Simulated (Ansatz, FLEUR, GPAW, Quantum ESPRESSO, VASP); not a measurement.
BaTiO3: 5 runs at one level of theory

```
Ba Ti O
1.0
     4.00600    0.00000    0.00000
     0.00000    4.00600    0.00000
     0.00000    0.00000    4.00600
Ba Ti O
1 1 3
Direct
  0.50000 0.50000 0.50000
  0.00000 0.00000 0.00000
  0.00000 0.00000 0.50000
  0.00000 0.50000 0.00000
  0.50000 0.00000 0.00000
```

Alike in all runs: task equation of state; functional PBEsol; k mesh 7 × 7 × 7; occupations fermi-dirac, width 0.05 eV; no spin polarisation; no spin-orbit coupling.

| program and potentials | plane-wave cutoff (eV) | notes | equilibrium volume (Å³/atom) | bulk modulus (GPa) |
| --- | --- | --- | --- | --- |
| GPAW, PAW data sets generated for this functional | 800 | - | 12.64 | 179.0 |
| FLEUR, all-electron, FLAPW | - | - | 12.51 | 182.1 |
| VASP, PBE PAW files Ba_sv, O, Ti_sv, 520 eV | 520 | potentials made for PBE | ? | ? |
| Ansatz, all-electron LAPW, scalar-relativistic | - | - | 12.51 | 180.0 |
| Quantum ESPRESSO, GBRV 1.5 PBEsol | 612 | - | 12.60 | 180.2 |

Question: Estimate from the other rows what the run with VASP, PBE PAW files Ba_sv, O, Ti_sv, 520 eV gave.

Answer: Equilibrium volume 12.66 Å³/atom; bulk modulus 178.1 GPa. The other rows, which needn't bracket it: equilibrium volume 12.51 to 12.64; bulk modulus 179.0 to 182.1.
